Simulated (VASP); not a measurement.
# A VASP study of TaTeS (BLYP): structure first, properties next

What structure does TaTeS take at this level, and what are its properties? The steps: relaxing cell and atoms (BLYP), second relaxation, density, ELF and potential (BLYP), bands along the symmetry lines (BLYP), density of states (BLYP), elastic tensor by finite strains (BLYP), volume scan with BLYP and fit for BLYP. The cell is invented: it takes the structure of a Materials Project entry for TaSeS (space group 156 there), with some of its atoms replaced by other elements, volume scaled by an estimate. It may not be a known or stable phase.

Program: VASP 6.6.1. Level of theory: BLYP; plane waves and PAW (Ta_pv, Te, S); invented cell. Results are calculated unless marked as measured.

This is a report of a sequence of runs, with most program output left out.

## Step 1: The starting structure

Before any relaxation, the start is as follows. It takes space group P3m1 (No. 156, trigonal). The conventional cell has a = 3.573 Å, b = 3.573 Å, c = 6.660 Å, α = 90.00°, β = 90.00°, γ = 120.00°. Ta has 3 S at 2.59 Å and 3 Te at 2.72 Å nearest. Te has 3 Ta at 2.72 Å nearest. Nearest to S lie 3 Ta at 2.59 Å. It derives from TaSeS. It takes the structure of a Materials Project entry for TaSeS (space group 156 there), with some of its atoms replaced by other elements, volume scaled by an estimate. Farther neighbours and most contacts between anions are not listed.

Structure file:

```cif
data_structure
_symmetry_space_group_name_H-M 'P 1'
_symmetry_Int_Tables_number 1
_cell_length_a 3.5730
_cell_length_b 3.5730
_cell_length_c 6.6603
_cell_angle_alpha 90.000
_cell_angle_beta 90.000
_cell_angle_gamma 120.000
_cell_volume 73.63
loop_
_atom_site_label
_atom_site_type_symbol
_atom_site_fract_x
_atom_site_fract_y
_atom_site_fract_z
_atom_site_occupancy
Ta1 Ta 0.00000 0.00000 0.01060 1
Te2 Te 0.66667 0.33333 0.74391 1
S3 S 0.33333 0.66667 0.24549 1
```

## Step 2: Relaxing cell and atoms (BLYP)

The start need not lie at this functional's minimum. ISIF = 3 frees volume, shape and positions, and EDIFFG sets the threshold on forces and stress at which the search stops. BLYP comes from molecular chemistry and underbinds dense solids.

Contents of INCAR:

```
SYSTEM = TaTeS
PREC = Accurate
ENCUT = 400
EDIFF = 1E-06
NELM = 100
ISMEAR = -1
SIGMA = 0.05
LREAL = .FALSE.
ALGO = Normal
GGA = B5
ALDAX = 1
AGGAX = 1
AGGAC = 1
ALDAC = 0
NBANDS = 17
LORBIT = 11
LWAVE = .FALSE.
LCHARG = .FALSE.
IBRION = 2
NSW = 60
ISIF = 3
EDIFFG = -0.01
```

Contents of POSCAR:

```
TaTeS
1.0
    3.5729720000      0.0000000000      0.0000000000
   -1.7864860000      3.0942840000      0.0000000000
    0.0000000000      0.0000000000      6.6602550000
Ta Te S
1 1 1
Direct
    0.0000000000      0.0000000000      0.0105970000
    0.6666666700      0.3333333300      0.7439080000
    0.3333333300      0.6666666700      0.2454950000
```

Contents of KPOINTS:

```
Automatic mesh
0
Gamma
9 9 4
0 0 0
```

PAW data sets: Ta_pv, Te and S (PBE family, release 64).

On the command line:

```bash
> mpirun -np 1 vasp_std
```

Run time: 11 min. Hardware: 1 MPI rank of Intel Xeon 6975P-C (Granite Rapids), shared host; peak memory 0.21 GiB.

The relaxation used up its NSW steps before forces and stress met EDIFFG.

## Step 3: Second relaxation

The basis stayed that of the start cell while the cell moved. A rerun from the cell reached resets it; the error of the finite cutoff stays. The mesh changes with the cell too.

INCAR is that of step 2.

Contents of POSCAR:

```
TaTeS
1.0
    3.6565898175      0.0000000000      0.0000000000
   -1.8282949087      3.1666991194      0.0000000000
    0.0000000000      0.0000000000      7.8125031665
Ta Te S
1 1 1
Direct
    0.0000000000      0.0000000000      0.0237078949
    0.6666666700      0.3333333300      0.7767648062
    0.3333333300      0.6666666700      0.1995272989
```

Contents of KPOINTS:

```
Automatic mesh
0
Gamma
8 8 4
0 0 0
```

On the command line:

```bash
> mpirun -np 1 vasp_std
```

Wall time 6.7 min (1 MPI rank); peak memory 0.2 GiB.

This run has no spin polarisation. Its electron count is odd, so without a moment it is a metal by construction. The k-mesh is coarse for a metal. The bonds form layers, held to each other by dispersion, which BLYP lacks, so the spacing between them is unreliable. The PAW data sets were made with PBE, which is usual practice but a small mismatch for other functionals. After so large a change of volume the plane waves of the start cell no longer fit, so the final stress carries a basis-set error. The run keeps the 6 symmetry operations of its start, so it cannot find a distortion of lower symmetry.

The steps of the relaxation (22 of 33):

```csv
step,energy less that of the first step (eV),largest force (eV/Å),pressure (GPa),volume (Å³)
1,0.0000,0.1173,0.00,90.46
3,-0.0005,0.0199,-0.02,90.46
4,-0.0005,0.0186,-0.01,90.46
6,-0.0006,0.0033,0.06,90.42
7,-0.0006,0.0037,0.07,90.43
9,-0.0007,0.0061,0.09,90.56
10,-0.0008,0.0095,0.10,90.73
12,-0.0010,0.0206,0.12,91.13
13,-0.0011,0.0292,0.09,91.29
15,-0.0013,0.0810,-0.18,92.25
16,-0.0014,0.0807,-0.18,92.32
18,-0.0017,0.0843,-0.21,92.94
19,-0.0022,0.0875,-0.25,93.76
21,-0.0033,0.0793,-0.33,98.73
22,-0.0040,0.0596,-0.13,99.38
24,-0.0045,0.0395,0.06,100.46
25,-0.0047,0.0460,0.02,101.05
27,-0.0047,0.0511,0.01,101.10
28,-0.0047,0.0482,0.01,101.07
30,-0.0047,0.0382,-0.10,101.40
31,-0.0048,0.0110,-0.07,101.28
33,-0.0048,0.0064,0.00,101.16
```

```csv
"conventional cell, symmetrised",before,after,change
a (Å),3.657,3.655,-0.0 %
b (Å),3.657,3.655,-0.0 %
c (Å),7.813,8.742,+11.9 %
volume (Å³/atom),30.15,33.72,+11.8 %
```

The atoms that moved most (Å, as changes of fractional coordinates times the final cell):

```csv
atom,dx,dy,dz,length
Te2,0.000,0.000,0.205,0.205
S3,0.000,0.000,-0.189,0.189
Ta1,0.000,0.000,-0.016,0.016
```

The relaxed structure:

```xyz
3
Lattice="3.6554 0.0000 0.0000 -1.8277 3.1657 0.0000 0.0000 0.0000 8.7419" Properties=species:S:1:pos:R:3 pbc="T T T"
Ta    0.0000    0.0000    0.1911
Te    1.8277    1.0552    6.9953
S     0.0000    2.1104    1.5554
```

Numbers from this step:

* electrons: 23
* bands: 17
* irreducible k-points: 35
* symmetry operations: 6
* free energy (TOTEN): -18.51 eV
* energy at zero smearing: -18.50 eV
* Fermi energy: 3.279 eV
* pressure: 0.003811 GPa
* metallic, judged on the points sampled: yes
* SCF cycles over all ionic steps: 207

It ends with a largest force of 0.006 eV/Å and a pressure of 0.00 GPa.

## Step 4: Density, ELF and potential (BLYP)

A single point on the relaxed cell gives a clean self-consistent state, with density, ELF and potential written out.

Changes to INCAR since step 3:

```diff
@@ -17,6 +17,5 @@
 LWAVE = .FALSE.
-LCHARG = .FALSE.
-IBRION = 2
-NSW = 60
-ISIF = 3
-EDIFFG = -0.01
+LCHARG = .TRUE.
+ISIF = 2
+LELF = .TRUE.
+LVHAR = .TRUE.
```

Contents of POSCAR:

```
TaTeS
1.0
    3.6553896735      0.0000000000      0.0000000000
   -1.8276948367      3.1656597650      0.0000000000
    0.0000000000      0.0000000000      8.7418957160
Ta Te S
1 1 1
Direct
    0.0000000000      0.0000000000      0.0218637204
    0.6666666700      0.3333333300      0.8002057846
    0.3333333300      0.6666666700      0.1779304949
```

Contents of KPOINTS:

```
Automatic mesh
0
Gamma
8 8 3
0 0 0
```

On the command line:

```bash
> mpirun -np 1 vasp_std
```

Wall time 24 s (1 MPI rank); peak memory 0.19 GiB.

This step gave:

- SCF cycles: 15
- irreducible k-points: 25
- free energy (TOTEN): -18.52 eV
- Fermi energy: 3.278 eV
- pressure: 0.02259 GPa

Valence electrons inside each PAW sphere by angular momentum. Sphere charges, by row:

```csv
atom,s (e),p (e),d (e),tot (e)
Ta1,0.28,6.139,2.259,8.678
Te2,1.4,2.001,0.046,3.446
S3,1.353,2.383,0,3.736
```

Valence density in the ac plane at fractional y = 0.000, with atoms of Ta within 0.2 Å of it. It is the smooth field of the valence electrons, not physical close to the nuclei.

Ten steps, logarithmic in the rise over the least value, from '_' (0.0 e/Å³) to '@' (4.2 e/Å³), each cell a mean:
```
@@%%%%**==----------==**%%@@
##**++======------====++****
============================
------================------
::::----======++======----::
..::::----==========----::::
......::------==----::::....
____....::::::::::::::....__
________..............______
____________________________
____________________________
____________________________
____________________________
____________________________
____________________________
____________....____________
______......::::::......____
......::::--------::::......
::::::::--========----::::::
--------======++======------
++++++==================++++
%%%%##++==============**##%%
@@@@%%**++==------==++##@@@@
@@@@@@##++----------++##@@@@
```
Columns run along a (3.7 Å), rows up along c (8.7 Å). Atoms in or near the plane, at fractional coordinates: Ta at (0.00, 0.02).

ELF in the ac plane at fractional y = 0.000, with atoms of Ta within 0.2 Å of it. It is the smooth field of the valence electrons, not physical close to the nuclei.

Values, 24 rows by 14 columns, each cell a mean:
```
0.22 0.33 0.45 0.35 0.20 0.23 0.33 0.35 0.30 0.21 0.22 0.40 0.43 0.29
0.34 0.35 0.33 0.28 0.34 0.47 0.55 0.56 0.53 0.44 0.32 0.29 0.34 0.35
0.17 0.19 0.27 0.43 0.58 0.67 0.70 0.70 0.70 0.66 0.55 0.37 0.24 0.18
0.17 0.22 0.35 0.55 0.68 0.74 0.75 0.75 0.75 0.73 0.66 0.49 0.31 0.20
0.15 0.19 0.33 0.54 0.69 0.76 0.79 0.79 0.78 0.75 0.67 0.47 0.29 0.18
0.09 0.12 0.24 0.48 0.67 0.77 0.82 0.83 0.81 0.75 0.64 0.40 0.21 0.11
0.04 0.07 0.16 0.38 0.61 0.75 0.82 0.83 0.81 0.73 0.56 0.30 0.13 0.06
0.02 0.04 0.09 0.26 0.48 0.66 0.76 0.78 0.74 0.62 0.44 0.20 0.07 0.03
0.01 0.02 0.05 0.15 0.31 0.49 0.61 0.64 0.58 0.45 0.27 0.10 0.04 0.02
0.01 0.01 0.02 0.07 0.15 0.27 0.37 0.40 0.35 0.24 0.13 0.05 0.02 0.01
0.00 0.00 0.01 0.02 0.05 0.09 0.12 0.13 0.11 0.07 0.04 0.02 0.01 0.00
0.00 0.00 0.00 0.00 0.01 0.01 0.01 0.01 0.01 0.01 0.00 0.00 0.00 0.00
0.00 0.00 0.00 0.00 0.00 0.00 0.00 0.00 0.00 0.00 0.00 0.00 0.00 0.00
0.00 0.00 0.00 0.00 0.01 0.01 0.01 0.02 0.01 0.01 0.01 0.00 0.00 0.00
0.00 0.00 0.01 0.02 0.04 0.08 0.12 0.13 0.11 0.07 0.03 0.01 0.01 0.00
0.01 0.01 0.02 0.06 0.13 0.24 0.33 0.35 0.30 0.21 0.11 0.04 0.02 0.01
0.03 0.03 0.06 0.14 0.27 0.43 0.53 0.56 0.51 0.39 0.24 0.11 0.05 0.03
0.06 0.08 0.12 0.26 0.43 0.59 0.67 0.69 0.65 0.55 0.40 0.21 0.11 0.07
0.11 0.13 0.20 0.38 0.56 0.68 0.73 0.73 0.72 0.66 0.53 0.31 0.18 0.12
0.12 0.14 0.20 0.38 0.58 0.70 0.74 0.74 0.73 0.68 0.54 0.31 0.18 0.13
0.27 0.26 0.23 0.27 0.45 0.63 0.70 0.71 0.69 0.59 0.40 0.24 0.24 0.27
0.33 0.39 0.41 0.29 0.27 0.43 0.57 0.59 0.54 0.38 0.25 0.34 0.42 0.37
0.05 0.15 0.37 0.37 0.21 0.23 0.36 0.40 0.33 0.20 0.24 0.41 0.32 0.11
0.01 0.07 0.31 0.37 0.20 0.15 0.24 0.27 0.21 0.14 0.23 0.40 0.25 0.04
```
Columns run along a (3.7 Å), rows up along c (8.7 Å). Atoms in or near the plane, at fractional coordinates: Ta at (0.00, 0.02).

Electrostatic potential energy in the ac plane at fractional y = 0.000, with atoms of Ta within 0.2 Å of it. With pseudopotentials it is smooth inside the atoms' cores, unlike the true potential.

Ten even steps from '_' (-22 eV) to '@' (4 eV), each cell a mean:
```
____..--++##%%%%%%**==::..__
::::--++**##%%%%%%##**==--::
++****##################**++
%%%%%%%%##**++++****##%%%%%%
@@@@%%%%##**====++**##%%%%@@
@@@@@@%%##**++++****##%%@@@@
@@@@@@%%%%########%%%%@@@@@@
@@@@@@@@@@%%%%%%%%%%@@@@@@@@
@@@@@@@@@@@@@@@@@@@@@@@@@@@@
@@@@@@@@@@@@@@@@@@@@@@@@@@@@
@@@@@@@@@@@@@@@@@@@@@@@@@@@@
@@@@@@@@@@@@@@@@@@@@@@@@@@@@
@@@@@@@@@@@@@@@@@@@@@@@@@@@@
@@@@@@@@@@@@@@@@@@@@@@@@@@@@
@@@@@@@@@@@@@@@@@@@@@@@@@@@@
@@@@@@@@@@@@@@@@@@@@@@@@@@@@
@@@@@@@@@@@@@@@@@@@@@@@@@@@@
@@@@@@@@@@@@%%%%@@@@@@@@@@@@
%%@@@@@@%%%%####%%%%%%@@@@%%
######%%%%########%%%%%%####
----==**##############++==--
__..::--++##%%%%%%##++--....
______::==##%%%%##**==..____
______::==**%%%%##**--..____
```
Columns run along a (3.7 Å; values clipped at the 3rd and 97th percentile), rows up along c (8.7 Å). Atoms in or near the plane, at fractional coordinates: Ta at (0.00, 0.02).

In this run the pressure is 0.02 GPa, small enough to go on; single stress components reach 0.06 GPa.

## Step 5: Bands along the symmetry lines (BLYP)

Levels along the symmetry lines show where the bands peak and cross; KPOINTS_OPT computes them in the converged potential.

Changes to INCAR since step 4:

```diff
@@ -14,8 +14,5 @@
 ALDAC = 0
-NBANDS = 17
+NBANDS = 24
 LORBIT = 11
 LWAVE = .FALSE.
-LCHARG = .TRUE.
-ISIF = 2
-LELF = .TRUE.
-LVHAR = .TRUE.
+LCHARG = .FALSE.
```

POSCAR is that of step 4.

KPOINTS is that of step 4.

Contents of KPOINTS_OPT:

```
Line mode
16
Line-mode
Reciprocal
  0.00000000   0.00000000   0.00000000 GAMMA
  0.50000000   0.00000000   0.00000000 M

  0.50000000   0.00000000   0.00000000 M
  0.33333333   0.33333333   0.00000000 K

  0.33333333   0.33333333   0.00000000 K
  0.00000000   0.00000000   0.00000000 GAMMA

  0.00000000   0.00000000   0.00000000 GAMMA
  0.00000000   0.00000000   0.50000000 A

  0.00000000   0.00000000   0.50000000 A
  0.50000000   0.00000000   0.50000000 L

  0.50000000   0.00000000   0.50000000 L
  0.33333333   0.33333333   0.50000000 H

  0.33333333   0.33333333   0.50000000 H
  0.00000000   0.00000000   0.50000000 A

  0.50000000   0.00000000   0.50000000 L
  0.50000000   0.00000000   0.00000000 M

  0.33333333   0.33333333   0.00000000 K
  0.33333333   0.33333333   0.50000000 H
```

On the command line:

```bash
> mpirun -np 1 vasp_std
```

Run time: 80 s. Hardware: 1 MPI rank; peak memory 0.21 GiB.

Spin-orbit coupling is off here; it can split and shift levels that hold much weight on Ta and Te by tenths of an eV or more.

This step gave:

```
SCF cycles : 14
bands      : 24
pressure   : 0.02156 GPa
```

Electronic bands along the path, in eV, zero at the Fermi level; # counts the bands kept in this run:

```csv
point,#3,#4,#5,#6,#7,#8,#9,#10
Γ,-3.75,-2.47,-0.03,-0.03,0.21,0.21,0.53,3.26
0.47 of the way,-3.63,-3.03,-1.95,-1.15,-0.24,1.16,1.29,2.96
M,-3.71,-3.69,-2.59,-1.33,-0.66,1.57,1.81,3.06
0.47 of the way,-3.83,-3.59,-2.67,-2.56,0.11,1.47,1.58,2.94
K,-4.42,-3.31,-3.26,-2.90,0.87,1.02,1.16,3.07
0.53 of the way,-3.80,-3.13,-2.08,-1.76,0.11,0.86,1.61,2.81
Γ,-3.75,-2.47,-0.03,-0.03,0.21,0.21,0.53,3.26
0.47 of the way,-3.75,-2.55,-0.03,-0.03,0.21,0.21,0.58,3.48
A,-3.75,-2.64,-0.03,-0.03,0.21,0.21,0.64,3.68
0.47 of the way,-3.63,-3.03,-2.02,-1.15,-0.25,1.26,1.29,2.83
L,-3.71,-3.69,-2.55,-1.32,-0.68,1.58,1.80,3.12
0.47 of the way,-3.84,-3.59,-2.65,-2.55,0.08,1.47,1.56,2.97
H,-4.43,-3.32,-3.24,-2.90,0.87,1.00,1.11,3.13
0.47 of the way,-3.95,-3.38,-2.29,-1.94,0.08,0.88,1.76,2.77
A,-3.75,-2.64,-0.03,-0.03,0.21,0.21,0.64,3.68
jump to L,-3.71,-3.69,-2.55,-1.32,-0.68,1.58,1.80,3.12
0.47 of the way,-3.71,-3.69,-2.57,-1.33,-0.67,1.57,1.81,3.09
M,-3.71,-3.69,-2.59,-1.33,-0.66,1.57,1.81,3.06
jump to K,-4.42,-3.31,-3.26,-2.90,0.87,1.02,1.16,3.07
0.47 of the way,-4.42,-3.31,-3.25,-2.90,0.87,1.01,1.14,3.09
H,-4.43,-3.32,-3.24,-2.90,0.87,1.00,1.11,3.13
```

Of the projections kept (Ta, Te, S), the largest for each band there, as a share of the weight inside these atoms' spheres; weight between the spheres isn't counted:

```csv
point,#3,#4,#5,#6,#7,#8,#9,#10
Γ,Ta 0.48,Te 0.53,Ta 0.97,Ta 0.97,Te 0.62,Te 0.62,Ta 0.79,Ta 0.45
M,S 0.55,S 0.56,Te 0.66,Te 0.67,Ta 0.78,Ta 0.99,Ta 0.97,Ta 0.69
K,Te 0.57,Te 0.47,S 0.65,Te 0.64,Ta 0.98,Ta 0.80,Ta 0.80,Ta 0.84
Γ,Ta 0.48,Te 0.53,Ta 0.97,Ta 0.97,Te 0.62,Te 0.62,Ta 0.79,Ta 0.45
A,Ta 0.48,Te 0.54,Ta 0.97,Ta 0.97,Te 0.62,Te 0.62,Ta 0.80,Ta 0.50
L,S 0.54,S 0.56,Te 0.66,Te 0.67,Ta 0.78,Ta 0.99,Ta 0.97,Ta 0.66
```

There is no gap at this level.

## Step 6: Density of states (BLYP)

Here the states are counted by energy and projected on the atoms. The mesh is finer than in the run before.

Changes to INCAR since step 5:

```diff
@@ -5,3 +5,3 @@
 NELM = 100
-ISMEAR = -1
+ISMEAR = -5
 SIGMA = 0.05
@@ -18 +18,2 @@
 LCHARG = .FALSE.
+NEDOS = 2001
```

POSCAR is that of step 5.

Contents of KPOINTS:

```
Automatic mesh
0
Gamma
12 12 5
0 0 0
```

On the command line:

```bash
> mpirun -np 1 vasp_std
```

The job ended after 68 s (1 MPI rank; peak memory 0.26 GiB).

Force components of up to 0.15 eV/Å appear here. Mesh or smearing differ from those of the relaxation, so its positions hold an error of that kind, and the forces of a metal with tetrahedra are inexact too. The DOS at the Fermi level is high for the number of transition-metal atoms. It is one value on this mesh and may be a narrow spike; if it stands, a magnetic instability is possible, which a run without spin can't show. With tetrahedra the forces and stress of a metal are not exact derivatives of the energy.

This step gave:

```yaml
scf_cycles: 15
irreducible_k_points: 81
fermi_energy: 3.300 eV
pressure: 0.01660 GPa
dos_at_the_fermi_level_one_point_of_the_energy_grid: 2.757 states/eV/cell
```

The density of states has structure finer than the step of the table below, so its rows give means over 1 eV, whole bins alone (the curve runs from -12.0 to 5.86 eV). Peaks (eV: height): total -4.5: 9.48, -3.7: 17.5, 1.7: 13.1, 2.9: 8.49; Ta d -3.7: 3.86, 1.5: 3.54, 1.7: 9.50, 2.9: 4.23; S p -5.0: 0.952, -4.5: 1.76, -3.7: 5.61; Te p -4.5: 1.81, -3.7: 0.866, -2.6: 1.61, 3.6: 0.705; Te s -11.0: 2.15.

States under -12.0 eV and over 5.9 eV are left out. Table of density of states by energy, zero at the Fermi level; means over each step; values in states/eV/cell:

```csv
energy (eV),total,Ta d,S p,Te p,Te s
-11,1.26,0.0246,6.7e-4,0.00862,0.830
-10,0,0,0,0,0
-9,0,0,0,0,0
-8,0,0,0,0,0
-7,0,0,0,0,0
-6,0.512,0.0390,0.0987,0.0519,0.00521
-5,2.35,0.207,0.490,0.249,0.0328
-4,4.60,0.817,1.27,0.381,0.0191
-3,1.81,0.212,0.242,0.439,0.0217
-2,2.24,0.261,0.251,0.633,0.0251
-1,0.825,0.257,0.0474,0.180,0.00254
0,1.96,0.975,0.133,0.121,0.00328
1,2.70,1.46,0.135,0.262,0.0106
2,1.46,1.02,0.0298,0.0614,0.00291
3,2.69,1.19,0.207,0.141,0.0202
4,1.71,0.617,0.105,0.131,0.0276
5,2.13,0.255,0.116,0.117,0.0423
```

Force by atom:

```csv
atom,x (eV/Å),y (eV/Å),z (eV/Å),size
Ta1,0.000,0.000,-0.146,0.146
Te2,0.000,0.000,0.085,0.085
S3,0.000,0.000,0.061,0.061
```

The finer mesh and the other smearing move the Fermi level by +0.02 eV from the 8×8×3 run, a small shift, which tests the Fermi level alone. Of the states within 0.3 eV of the Fermi level, the largest shares in the PAW spheres are Ta d 50 %, S p 7 % and Te p 6 %. The rest lies in smaller channels or between the spheres.

## Step 7: Elastic tensor by finite strains (BLYP)

IBRION = 6 with ISIF = 3 strains the cell both ways at fixed fractional positions, and adds the ions' share afterwards from the force constants. Stress converges slowly with the basis, so the cutoff is raised.

Contents of INCAR:

```
SYSTEM = TaTeS
PREC = Accurate
ENCUT = 500
EDIFF = 1E-07
NELM = 100
ISMEAR = -1
SIGMA = 0.05
LREAL = .FALSE.
ALGO = Normal
GGA = B5
ALDAX = 1
AGGAX = 1
AGGAC = 1
ALDAC = 0
NBANDS = 17
LORBIT = 11
LWAVE = .FALSE.
LCHARG = .FALSE.
IBRION = 6
NFREE = 2
POTIM = 0.015
ISIF = 3
NSW = 1
```

POSCAR is that of step 6.

Contents of KPOINTS:

```
Automatic mesh
0
Gamma
8 8 3
0 0 0
```

On the command line:

```bash
> mpirun -np 1 vasp_std
```

The job ended after 34 s (1 MPI rank).

The run ended with an error.

VASP's message: “RE_READ_KPOINTS: the new IBZ does not contain all k-points of the original IBZ.”. No number of this run is used.

## Step 8: Volume scan with BLYP, volume scale 0.94

An equation of state needs energies on both sides of the minimum, all on one mesh and cutoff.

Contents of INCAR:

```
SYSTEM = TaTeS
PREC = Accurate
ENCUT = 400
EDIFF = 1E-06
NELM = 100
ISMEAR = -1
SIGMA = 0.05
LREAL = .FALSE.
ALGO = Normal
GGA = B5
ALDAX = 1
AGGAX = 1
AGGAC = 1
ALDAC = 0
NBANDS = 17
LORBIT = 11
LWAVE = .FALSE.
LCHARG = .FALSE.
ISIF = 2
```

Contents of POSCAR:

```
TaTeS
1.0
    3.5807689461      0.0000000000      0.0000000000
   -1.7903844730      3.1010363307      0.0000000000
    0.0000000000      0.0000000000      8.5634396072
Ta Te S
1 1 1
Direct
    0.0000000000      0.0000000000      0.0218637204
    0.6666666700      0.3333333300      0.8002057846
    0.3333333300      0.6666666700      0.1779304949
```

KPOINTS is that of step 7.

On the command line:

```bash
> mpirun -np 1 vasp_std
```

Run time: 19 s. Hardware: 1 MPI rank; peak memory 0.19 GiB.

The scan keeps the cell's shape and the fractional positions fixed.

Numbers from this step:

```
SCF cycles              : 14
bands                   : 17
irreducible k-points    : 25
free energy (TOTEN)     : -18.43 eV
energy at zero smearing : -18.42 eV
Fermi energy            : 3.763 eV
pressure                : 4.549 GPa
```

Force by atom:

```csv
atom,x (eV/Å),y (eV/Å),z (eV/Å),size
Ta1,0.000,0.000,0.059,0.059
Te2,0.000,0.000,-0.871,0.871
S3,0.000,0.000,0.812,0.812
```

The pressure here is 4.55 GPa.

[end of part 1 of 2]

[Lines on the potential files, build, host, timing and source positions are cut from VASP's logs without a mark.]

[Logs are printed without paths, hosts, clocks, repeated set-up lines and the standing remarks that a program may print on its own settings, such as how far it seeks lower states.]

[Hosts, paths, dates, database ids (printed as entryN), source tags and the programs' standing remarks are cut or masked in the printed files.]

[A measured line is paired with the nearest computed mode of its activity, which favours agreement.]

[In band tables of VASP the shares of atoms and orbitals are scaled to a sum of 1 inside the atoms' spheres.]
